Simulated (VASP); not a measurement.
Given:

```
PSb
1.0
    1.93390     1.11654     3.30985
   -1.93390     1.11654     3.30985
    0.00000    -2.23307     3.30985
Sb P
1 1
Direct
  0.76240   0.76240   0.76240
  0.23760   0.23760   0.23760
```

Computed with PBE GGA, VASP's PBE PAW potentials (set 64) (plane waves; VASP 6.6.1). Settings: 300 eV cut-off, 7×7×7 Γ-centred mesh, Gaussian smearing of 0.27 eV, potentials Sb P.

Unless said otherwise, spin-orbit coupling is left out, though it shifts the bands of the heavy elements here.

Estimate the energy per atom (σ→0), pressure, largest force, band gap (on the k-mesh) with the smallest direct gap where there is one.

```
Property                                                     Value
------------------------  ----------------------------------------
band gap (on the k-mesh)  none (metal, semimetal or under 0.01 eV)
energy per atom (σ→0)                       -448.4 kJ/mol of atoms
pressure                                                  5.74 GPa
largest force                                           0.057 eV/Å
```

Total energies compare only between runs with the same potentials, cut-off and functional.

The structure was generated: SbP was put into an ordered model structure, which need not be its known phase. The cell was not relaxed at this level.
